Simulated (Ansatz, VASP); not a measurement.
# WS2 (Tungstenite) in two plane-wave programs

Wanted: the spread between two codes on one cell, functional and k mesh. The cell is taken from a series of runs on this material, whose earlier steps may have relaxed, scaled, displaced or heated it; both programs get it as it stands.

Program: Ansatz 0.2.0. Level of theory: plane waves, with VASP 6.6.1 beside it; single point at HSE06. Results are calculated unless marked as measured.

**1. Set-up**

The structure is hexagonal, space group P6_3/mmc (No. 194). Conventional cell: a = 3.180 Å, b = 3.180 Å, c = 15.700 Å, α = 90.00°, β = 90.00°, γ = 120.00°. Nearest to W lie 6 S at 2.41 Å. Nearest to S lie 3 W at 2.41 Å. Farther neighbours and most contacts between anions are not listed.

As a file:

```xyz
6
Lattice="3.1800 0.0000 0.0000 -1.5900 2.7540 0.0000 0.0000 0.0000 15.7000" Properties=species:S:1:pos:R:3 pbc="T T T"
W     0.0000    1.8360    2.3250
W     1.5900    0.9180   10.1750
S     0.0000    1.8360    8.6125
S     1.5900    0.9180    0.7625
S     0.0000    1.8360   11.7375
S     1.5900    0.9180    3.8875
```

**2. VASP: single point, HSE06**

A single point gives forces, pressure and levels at one fixed geometry, so differences don't come from the geometry; what else differs is listed under the comparison.

Lines of VASP's logs that name or quote its potential files are left out, and so is its time.

The run reads the wave functions of an earlier VASP run, which isn't shown here.

INCAR

```
SYSTEM = WS2
PREC = Accurate
ENCUT = 400
EDIFF = 1E-06
NELM = 100
ISMEAR = 0
SIGMA = 0.01
LREAL = .FALSE.
ALGO = Normal
LHFCALC = .TRUE.
AEXX = 0.25
GGA = PE
HFSCREEN = 0.208
LASPH = .TRUE.
NBANDS = 24
PRECFOCK = Fast
LORBIT = 11
LWAVE = .FALSE.
LCHARG = .FALSE.
KPAR = 4
NCORE = 2
ISIF = 2
```

POSCAR

```
WS2
1.0
    3.1800000000      0.0000000000      0.0000000000
   -1.5900000000      2.7539607840      0.0000000000
    0.0000000000      0.0000000000     15.7000000000
W S
2 4
Direct
    0.3333333333      0.6666666667      0.1480891720
    0.6666666667      0.3333333333      0.6480891720
    0.3333333333      0.6666666667      0.5485668790
    0.6666666667      0.3333333333      0.0485668790
    0.3333333333      0.6666666667      0.7476114650
    0.6666666667      0.3333333333      0.2476114650
```

KPOINTS

```
Automatic mesh
0
Gamma
4 4 2
0 0 0
```

Potentials, in the order of the species: W and S (PBE family, release 64).

The run is started by

```console
$ mpirun -np 8 vasp_std
```

Numbers of over 12 decimals in the logs are rounded to 6 here.

The log of the run:

```text
[banner, memory and clock lines left out]
running    8 mpi-ranks, on    1 nodes
 distrk:  each k-point on    2 cores,    4 groups
 distr:  one band on    2 cores,    1 groups

 POSCAR found type information on POSCAR W S
 POSCAR found :  2 types and       6 ions
 LDA part: xc-table for (Slater+PW92), standard interpolation
 found WAVECAR, reading the header
 POSCAR, INCAR and KPOINTS ok, starting setup
 FFT: planning ... GRIDC
 FFT: planning ... GRID_SOFT
 FFT: planning ... GRID
 reading WAVECAR
 the WAVECAR file was read successfully
 initial charge from wavefunction
 entering main loop
       N       E                     dE             d eps       ncg     rms          rms(c)
DAV:   1    -0.565819486038E+02   -0.56582E+02   -0.18309E+00   400   0.143E+01    0.124E+01
DAV:   2    -0.565784339988E+02    0.35146E-02   -0.54718E-02   424   0.127E+00    0.726E+00
DAV:   3    -0.565764713550E+02    0.19626E-02   -0.14380E-02   504   0.640E-01    0.420E+00
DAV:   4    -0.565753778376E+02    0.10935E-02   -0.15388E-03   448   0.242E-01    0.252E+00
DAV:   5    -0.565751514467E+02    0.22639E-03   -0.12096E-03   448   0.168E-01    0.150E+00
DAV:   6    -0.565751276728E+02    0.23774E-04   -0.16466E-04   448   0.828E-02    0.850E-01
DAV:   7    -0.565751177819E+02    0.98910E-05   -0.43728E-05   528   0.396E-02    0.493E-01
DAV:   8    -0.565751188082E+02   -0.10264E-05   -0.83986E-06   488   0.160E-02    0.296E-01
DAV:   9    -0.565751194596E+02   -0.65133E-06   -0.23109E-06   344   0.840E-03
   1 F= -.56575119E+02 E0= -.56575119E+02  d E =-.883331E-22
```

Parts of OUTCAR (step 2):

```text
ion  position               nearest neighbor table
   1  0.333  0.667  0.148-   4 2.41   6 2.41   4 2.41   6 2.41   4 2.41   6 2.41
   2  0.667  0.333  0.648-   3 2.41   5 2.41   3 2.41   5 2.41   3 2.41   5 2.41
   3  0.333  0.667  0.549-   2 2.41   2 2.41   2 2.41
   4  0.667  0.333  0.049-   1 2.41   1 2.41   1 2.41
   5  0.333  0.667  0.748-   2 2.41   2 2.41   2 2.41
   6  0.667  0.333  0.248-   1 2.41   1 2.41   1 2.41

  LATTYP: Found a hexagonal cell.
 ALAT       =     3.1800000000
 C/A-ratio  =     4.9371069182

 Subroutine GETGRP returns: Found 24 space group operations
 (whereof  6 operations were pure point group operations)

The static configuration has the point symmetry C_3v.
 The point group associated with its full space group is D_6h.

 Found      8 irreducible k-points:

   k-points           NKPTS =      8   k-points in BZ     NKDIM =     32   number of bands    NBANDS=     24

   dimension x,y,z NGX =    24 NGY =   24 NGZ =  108
   dimension x,y,z NGXF=    48 NGYF=   48 NGZF=  216

   ENCUT  =  400.0 eV  29.40 Ry    5.42 a.u.   5.19  5.19 25.60*2*pi/ulx,y,z

   NELECT =      36.0000    total number of electrons

 k-points in reciprocal lattice and weights: Automatic mesh
   0.00000000  0.00000000  0.00000000       0.031
   0.25000000  0.00000000  0.00000000       0.188
   0.50000000  0.00000000  0.00000000       0.094
   0.25000000  0.25000000  0.00000000       0.188
   0.00000000  0.00000000  0.50000000       0.031
   0.25000000  0.00000000  0.50000000       0.188
   0.50000000  0.00000000  0.50000000       0.094
   0.25000000  0.25000000  0.50000000       0.188

  exchange ACFDT corr.  =         0.00000000  see jH, gK, PRB 81, 115126

 average (electrostatic) potential at core
       1 -38.4465       2 -38.4465       3 -84.8218       4 -84.8218       5 -84.8218
       6 -84.8218

 E-fermi :   2.9116

 k-point     1 :       0.0000    0.0000    0.0000
  band No.  band energies     occupation
    ...
     14       0.9074      2.00000
     15       0.9082      2.00000
     16       0.9082      2.00000
     17       2.5630      2.00000
     18       2.8467      2.00000
     19       6.3986      0.00000
     20       6.3987      0.00000
     21       6.3992      0.00000
     22       6.4021      0.00000
     23       6.5364      0.00000
    ...

 k-point     2 :       0.2500    0.0000    0.0000
  band No.  band energies     occupation
    ...
     14       0.3999      2.00000
     15       0.7326      2.00000
     16       0.8673      2.00000
     17       1.7431      2.00000
     18       1.7762      2.00000
     19       5.5769      0.00000
     20       5.8913      0.00000
     21       5.9677      0.00000
     22       5.9753      0.00000
     23       6.6056      0.00000
    ...

 k-point     3 :       0.5000    0.0000    0.0000
  band No.  band energies     occupation
    ...
     14       0.2510      2.00000
     15       1.2424      2.00000
     16       1.2472      2.00000
     17       1.6318      2.00000
     18       1.6378      2.00000
     19       6.2852      0.00000
     20       6.2871      0.00000
     21       6.7564      0.00000
     22       6.7961      0.00000
     23       7.6197      0.00000
    ...

  Total       -3.3673211     -3.3673211     -3.2001174      0.0000000      0.0000000      0.0000000
  in kB      -39.2383371    -39.2383371    -37.2899640      0.0000000      0.0000000      0.0000000
  external PRESSURE =     -38.5888794 kB  Pullay stress =       0.0000000 kB

  energy-cutoff  :      400.00
  volume of cell :      137.49
      direct lattice vectors                 reciprocal lattice vectors
     3.180000000  0.000000000  0.000000000     0.314465409  0.181556688  0.000000000
    -1.590000000  2.753960784  0.000000000     0.000000000  0.363113377  0.000000000
     0.000000000  0.000000000 15.700000000     0.000000000  0.000000000  0.063694268

 POSITION                                       TOTAL-FORCE (eV/Angst)
 -----------------------------------------------------------------------------------
     -0.00000      1.83597      2.32500        -0.000000     -0.000000     -0.000000
      1.59000      0.91799     10.17500         0.000000      0.000000     -0.000000
     -0.00000      1.83597      8.61250         0.000000      0.000000      0.501197
      1.59000      0.91799      0.76250        -0.000000     -0.000000      0.501197
     -0.00000      1.83597     11.73750         0.000000      0.000000     -0.501197
      1.59000      0.91799      3.88750        -0.000000     -0.000000     -0.501197
 -----------------------------------------------------------------------------------
    total drift:                                0.000003      0.000002      0.000071

  FREE ENERGIE OF THE ION-ELECTRON SYSTEM (eV)
  ---------------------------------------------------
  free  energy   TOTEN  =       -56.5751194596 eV

  energy  without entropy=      -56.5751194596  energy(sigma->0) =      -56.57511946

 total charge
# of ion       s       p       d       tot
------------------------------------------
    1        0.651   0.726   4.449   5.825
    2        0.651   0.726   4.449   5.825
    3        1.354   2.365   0.000   3.719
    4        1.354   2.365   0.000   3.719
    5        1.354   2.365   0.000   3.719
    6        1.354   2.365   0.000   3.719
--------------------------------------------------
tot          6.718  10.909   8.897  26.524

[... 3 further parts left out ...]
```

This run has no spin polarisation, so a moment on W, if there is one, isn't seen. The k-mesh is coarse for exact exchange; levels may shift by about 0.1 eV on a finer one.

**3. Ansatz: single point, HSE06**

Ansatz runs on PAW files that the input asks for by source.

The same cell, functional and mesh now go to Ansatz, which takes its cutoff from its data sets.

input.yaml

```yaml
crystal:
  lattice:
    - [3.18, 0.0, 0.0]
    - [-1.59, 2.753960784, 0.0]
    - [0.0, 0.0, 15.7]
  atoms:
    - { symbol: W, position: [0.3333333333, 0.6666666667, 0.148089172] }
    - { symbol: W, position: [0.6666666667, 0.3333333333, 0.648089172] }
    - { symbol: S, position: [0.3333333333, 0.6666666667, 0.548566879] }
    - { symbol: S, position: [0.6666666667, 0.3333333333, 0.048566879] }
    - { symbol: S, position: [0.3333333333, 0.6666666667, 0.747611465] }
    - { symbol: S, position: [0.6666666667, 0.3333333333, 0.247611465] }
kpoints:
  mp_grid: { grid: [4, 4, 2] }
hamiltonian:
  xc: hse06
  pseudopotentials: { kind: paw, source: ansatz }
scf:
  occupations: { method: fixed }
  n_extra_bands: 6
  convergence: { dr2_threshold: 1.0e-09 }
output:
  eigenvalues: true
```

The run is started by

```console
$ ansatz run input.yaml --threads 16 --pin off --max-ram 73728MiB --backend cpu --events-out ev --progress --plain --runs-dir out
```

The log of the run:

```text
scf.n_extra_bands = 6 over 40 filled bands (N_el = 80.0): the run solves 46 bands
Engine: ansatz 0.2.0, aarch64-unknown-linux-gnu
Pseudopotentials: kind: paw
Pseudopotential: W, paw, valence charge 28, recommended cutoff 760 eV (normal), W.paw.azcp
Pseudopotential: S, paw, valence charge 6, recommended cutoff 510 eV (normal), S.paw.azcp
Functional definition: HSE06
  parameter a = 0.25
  parameter omega = 0.11/bohr
  exchange = pbe_x - a*pbe_x_sr(omega) + a*exact_x_sr(omega)
  correlation = pbe_c
davidson cushion auto → on  (no smearing: the cushion is to keep the highest requested band from converging to the state above it; pin scf.eigensolver.cushion to override)
Crystal: 6 atoms, lattice volume = 137.494 Å³
Basis set: ecut = 760 eV, 6497 PW (Γ)
Bands: 46, of which v1, the nominal top of the filled ones, is band 40 counted from 1 (39 counted from 0)
Symmetry: 24 space group operations
Space group: P63/mmc (ITA 194), of the structure as read, at distance tolerance 5.2e-5 Å
k-points: 8 of 32
Non-local potential: W, projectors of the file, l = 0: 3, l = 1: 3, l = 2: 2, l = 3: 3
Non-local potential: S, projectors of the file, l = 0: 2, l = 1: 2, l = 2: 2
PAW form: soft (Blöchl's): semilocal exchange-correlation on the pseudo side does not see the compensation charge
PAW frozen core: W, regenerated for the run's functional, and the local potential with it (the file was generated under x = pbe(κ = 0.804, μ = 0.219515), c = pbe(β = 0.066725))
PAW frozen core: S, regenerated for the run's functional, and the local potential with it (the file was generated under x = pbe(κ = 0.804, μ = 0.219515), c = pbe(β = 0.066725))
PAW one-centre angular grid: W, 590 points (default); XC on 96 Gauss nodes
PAW one-centre angular grid: S, 110 points (default); XC on 64 Gauss nodes
Initial density: superposition of atomic densities (chi_scale 0.1, normalization cell, long waves kept (reshape's long-wave potential 0.10 eV rms))
Initial wavefunctions: pseudopotential atomic-orbital guess
Functional: x = pbe(κ = 0.804, μ = 0.219515), c = pbe(β = 0.066725), warm-up for x = pbe(κ = 0.804, μ = 0.219515) + 0.25 (exact − pbe) at short range (hse, ω = 0.207870 Å⁻¹), c = pbe(β = 0.066725); HSE06 as pw.x's `hse` composes it (authors' and Libxc's form: `xc: wpbeh`)
SCF iter   1: F=—  HF=-39375.899393 eV  |F-HF|=—  |Δ(HF+E_count)|=         —  Δρ=3.45e-2  dr2=2.94e0  ethr=1.00e-1  ⟨swp⟩=4.5  Hψ=1043  notcnv=0
preconditioner: auto → none  [insulator: Δε(μ)=2.120 eV  Ē_g=18.332 eV  n_scr=42 (ndim 8)  ℏωp=25.3 eV  f_vac=0.248]
SCF iter   2: F=—  HF=-39376.090031 eV  |F-HF|=—  |Δ(HF+E_count)|=   1.91e-1  Δρ=2.88e-2  dr2=3.38e0  ethr=3.67e-3  ⟨swp⟩=5.8  Hψ=1097  notcnv=0
SCF iter   3: F=—  HF=-39375.765648 eV  |F-HF|=—  |Δ(HF+E_count)|=   3.24e-1  Δρ=1.87e-2  dr2=1.31e0  ethr=3.67e-3  ⟨swp⟩=3.9  Hψ=945  notcnv=0
SCF iter   4: F=—  HF=-39375.583047 eV  |F-HF|=—  |Δ(HF+E_count)|=   1.83e-1  Δρ=7.67e-3  dr2=1.73e-1  ethr=1.64e-3  ⟨swp⟩=2.4  Hψ=820  notcnv=0
iter 5 solved again at ethr=5.96e-6 eV; its pass at ethr=2.17e-4 eV (dr2=4.77e-3 eV) is discarded
SCF iter   5: F=—  HF=-39375.560022 eV  |F-HF|=—  |Δ(HF+E_count)|=   2.30e-2  Δρ=1.72e-3  dr2=4.38e-3  ethr=5.96e-6  ⟨swp⟩=4.5  Hψ=1894  notcnv=0
SCF iter   6: F=-39375.559555 eV  HF=-39375.559575 eV  |F-HF|=2.09e-5  |Δ(HF+E_count)|=   4.47e-4  Δρ=3.44e-4  dr2=9.11e-5  ethr=5.48e-6  ⟨swp⟩=3.1  Hψ=863  notcnv=0
SCF 1 stopped early in 6 iterations: F = -39375.559555 eV  dr2 = 9.11e-5
  greatest PAW one-centre occupation: 0.998 electrons in one spin orbital (limit 2), on the W atom at site 1 (counted from 0), in its partial waves of l = 3
Initial density: handed on by an earlier stage of this run
Initial wavefunctions: those handed on with the density
Functional: x = pbe(κ = 0.804, μ = 0.219515) + 0.25 (exact − pbe) at short range (hse, ω = 0.207870 Å⁻¹), c = pbe(β = 0.066725); HSE06 as pw.x's `hse` composes it (authors' and Libxc's form: `xc: wpbeh`)
Exchange kernel: α = 0.2500, screened, ω = 0.2079 Å⁻¹, Wigner–Seitz truncation, v(0) = 1002.6505 eV·Å³, q-mesh 4×4×2, nearest image of the exchange supercell L = 12.72 Å, pair-density grid 25×25×144, without the augmentation charges, whose exchange is taken in its separable form by FFT convolution over the k-point mesh (the finest that the files' search goes to), smooth part of the exact exchange by density-matrix convolution
Frozen-core exchange: fock
SCF iter   1: F=—  HF=-39378.850958 eV  |F-HF|=—  |Δ(HF+E_count)|=         —  Δρ=8.24e-3  dr2=6.68e-2  ethr=1.14e-6  ⟨swp⟩=7.4  Hψ=1933  notcnv=0
preconditioner: auto → none  [insulator: Δε(μ)=2.664 eV  Ē_g=9.815 eV  n_scr=42 (ndim 8)  ℏωp=19.0 eV  f_vac=0.267]
SCF iter   2: F=—  HF=-39378.799306 eV  |F-HF|=—  |Δ(HF+E_count)|=   5.17e-2  Δρ=2.18e-3  dr2=2.15e-2  ethr=1.14e-6  ⟨swp⟩=4.0  Hψ=1495  notcnv=0
SCF iter   3: F=—  HF=-39378.795198 eV  |F-HF|=—  |Δ(HF+E_count)|=   4.11e-3  Δρ=5.09e-4  dr2=2.08e-3  ethr=1.14e-6  ⟨swp⟩=4.9  Hψ=1280  notcnv=0
[...]
SCF iter   6: F=—  HF=-39378.817297 eV  |F-HF|=—  |Δ(HF+E_count)|=   5.65e-4  Δρ=1.98e-4  dr2=5.74e-5  ethr=4.06e-8  ⟨swp⟩=4.4  Hψ=1291  notcnv=0
SCF iter   7: F=-39378.817280 eV  HF=-39378.817281 eV  |F-HF|=1.02e-6  |Δ(HF+E_count)|=   1.61e-5  Δρ=1.78e-5  dr2=4.01e-6  ethr=4.06e-8  ⟨swp⟩=3.0  Hψ=965  notcnv=0
SCF 2 stopped early in 7 iterations: F = -39378.817280 eV  dr2 = 4.01e-6
hybrid outer 1: dexx = +2.547e-2 eV, tail = 3.00e-4 eV
Exchange kernel: α = 0.2500, screened, ω = 0.2079 Å⁻¹, Wigner–Seitz truncation, v(0) = 1002.6505 eV·Å³, q-mesh 4×4×2, nearest image of the exchange supercell L = 12.72 Å, pair-density grid 25×25×144, without the augmentation charges, whose exchange is taken in its separable form by FFT convolution over the k-point mesh (the finest that the files' search goes to), smooth part of the exact exchange by density-matrix convolution
Frozen-core exchange: fock
SCF iter   1: F=—  HF=-39378.816938 eV  |F-HF|=—  |Δ(HF+E_count)|=         —  Δρ=7.57e-5  dr2=2.69e-5  ethr=1.88e-6  ⟨swp⟩=2.0  Hψ=816  notcnv=0
preconditioner: auto → none  [insulator: Δε(μ)=2.701 eV  Ē_g=9.778 eV  n_scr=42 (ndim 8)  ℏωp=19.0 eV  f_vac=0.268]
iter 2 solved again at ethr=2.03e-9 eV; its pass at ethr=2.66e-8 eV (dr2=1.63e-6 eV) is discarded
SCF iter   2: F=—  HF=-39378.816936 eV  |F-HF|=—  |Δ(HF+E_count)|=   1.53e-6  Δρ=2.94e-5  dr2=1.85e-6  ethr=2.03e-9  ⟨swp⟩=2.8  Hψ=1859  notcnv=0
SCF iter   3: F=—  HF=-39378.816937 eV  |F-HF|=—  |Δ(HF+E_count)|=   6.82e-7  Δρ=1.06e-5  dr2=2.97e-7  ethr=2.03e-9  ⟨swp⟩=3.2  Hψ=996  notcnv=0
SCF iter   4: F=—  HF=-39378.816937 eV  |F-HF|=—  |Δ(HF+E_count)|=   7.62e-8  Δρ=1.38e-6  dr2=1.73e-8  ethr=2.83e-10  ⟨swp⟩=3.5  Hψ=1035  notcnv=0
SCF iter   5: F=—  HF=-39378.816937 eV  |F-HF|=—  |Δ(HF+E_count)|=   8.81e-8  Δρ=3.76e-6  dr2=5.91e-8  ethr=2.80e-12 (applied; sched 2.57e-12)  ⟨swp⟩=5.4  Hψ=1422  notcnv=0
SCF iter   6: F=—  HF=-39378.816937 eV  |F-HF|=—  |Δ(HF+E_count)|=   1.13e-8  Δρ=7.99e-7  dr2=1.00e-9  ethr=2.66e-12 (applied; sched 2.57e-12)  ⟨swp⟩=5.0  Hψ=1338  notcnv=0
SCF iter   7: F=-39378.816937 eV  HF=-39378.816937 eV  |F-HF|=2.18e-11  |Δ(HF+E_count)|=  5.68e-10  Δρ=1.22e-7  dr2=3.61e-10  ethr=2.07e-12 (applied; sched 1.00e-12)  ⟨swp⟩=3.0  Hψ=1062  notcnv=0
SCF 3 converged in 7 iterations: F = -39378.816937 eV  dr2 = 3.61e-10
hybrid outer 2: dexx = +1.332e-6 eV, tail = 2.16e-8 eV, Δε = 4.47e-3 eV (about 1.04e-4 eV left of the loop's levels)
hybrid SCF converged: 2 outer / 14 inner (+6 warm-up), last move |dexx| = 1.33e-6 eV, tail = 2.16e-8 eV
Stability not checked: this state was not tested for a lower state beside it, because the functional holds exact exchange (a hybrid, or Hartree-Fock), whose exchange loop this test does not read (fock_operator; see scf.lower_state_search)
Free energy (F): -39378.816937 eV
Frozen-core exchange: fock
Harris-Foulkes:  -39378.816937 eV  (|F-HF|=2.18e-11)
Internal energy: -39378.816937 eV  (E = F + TS)
E sigma→0 (E₀):  -39378.816937 eV
Fermi energy:    8.241596 eV
--- Per-component energies (eV) ---
  E_band       = -1274.747555
  E_kinetic    = 1956.597825
  E_local      = -35264.470280  (includes V_loc(G=0)·N_el)
  E_nonlocal   = 3546.835502
  E_hartree    = 13775.660263
  E_xc         = -689.837467
  E_vxc        = -770.481552  (∫ρ·V_xc dr)
  E_exx        = -310.894190  (= α·E_x^exact, valence–valence)
  E_paw        = -17360.561192  (= ΣΔE_a)
  E_vpaw       = 2327.239913  (= ΣTr[D̂ρ^β])
  E_aug_tail   = -0.000077  (compensation charges beyond the density's cutoff)
  E_ewald      = -5031.875419
  E_core_change = -0.271901  (= ΣΔE_core)
  E_smearing   = -0.000000  (= −TS)
  E_closure    = -0.000000  (closes the sum)
  Σ components = -39378.816937   (vs F -39378.816937, Δ=7.28e-12)
--- Band table (eV; the first three rows and the last of 8) ---
  k-point 0: bands = [... 36 lower, 6.2481, 6.2481, 7.9530, 8.2416, 11.7508, 11.7508, 11.7512, 11.7512, ... 2 higher]
  k-point 1: bands = [... 36 lower, 6.2477, 6.2477, 8.1073, 8.1073, 11.7510, 11.7510, 11.7510, 11.7510, ... 2 higher]
  k-point 2: bands = [... 36 lower, 6.0794, 6.2145, 7.1194, 7.1526, 10.9424, 11.2610, 11.3377, 11.3453, ... 2 higher]
  k-point 7: bands = [... 36 lower, 5.8337, 5.8337, 7.4379, 7.4379, 11.1429, 11.1429, 12.1834, 12.1834, ... 2 higher]
```

Reading the cycles: dr2 is the Hartree energy of the density residual (eV), the measure of convergence; HF is the Harris–Foulkes estimate of the energy, which meets the free energy F at convergence.

**4. Differences**

Known differences besides the potentials themselves: exact exchange at q = 0 is treated differently, which shows on coarse meshes; VASP keeps PBE cores, Ansatz makes them for the functional; fixed occupations in Ansatz, narrow Gaussian smearing in VASP; the data sets hold 80 valence electrons in Ansatz (on PAW files that the input asks for by source) and 36 in VASP; the cutoff is 760 eV in Ansatz and 400 eV in VASP; VASP takes a coarser grid for exact exchange (PRECFOCK = Fast). Total energies have different zeros and are not compared.

The two programs side by side:

| quantity | Ansatz | VASP | difference |
| --- | --- | --- | --- |
| gap on the k mesh (eV) | 2.701 | 2.730 | -0.029 |

A gap on the mesh is an upper bound, since the band edges may lie between its points; neither run holds spin-orbit coupling, which can move the band edges of a compound of W.

**5. What came out**

```
difference in gap on the k mesh (single point, HSE06) : -0.029 eV
```

What this shows: The difference in gap on the k mesh is -0.029 eV (single point, HSE06), within the 0.08 eV picked in this series as the mark of a large difference. The data sets hold unlike numbers of valence electrons (80 in Ansatz and 36 in VASP), so part of the differences comes from the potentials. How closely two codes agree says nothing of how well the functional describes the real material.

[Lines on the potential files, build, host, timing and source positions are cut from VASP's logs without a mark.]

[Logs are printed without paths, hosts, clocks, repeated set-up lines and the standing remarks that a program may print on its own settings, such as how far it seeks lower states.]

[Hosts, paths, dates, database ids (printed as entryN), source tags and the programs' standing remarks are cut or masked in the printed files.]
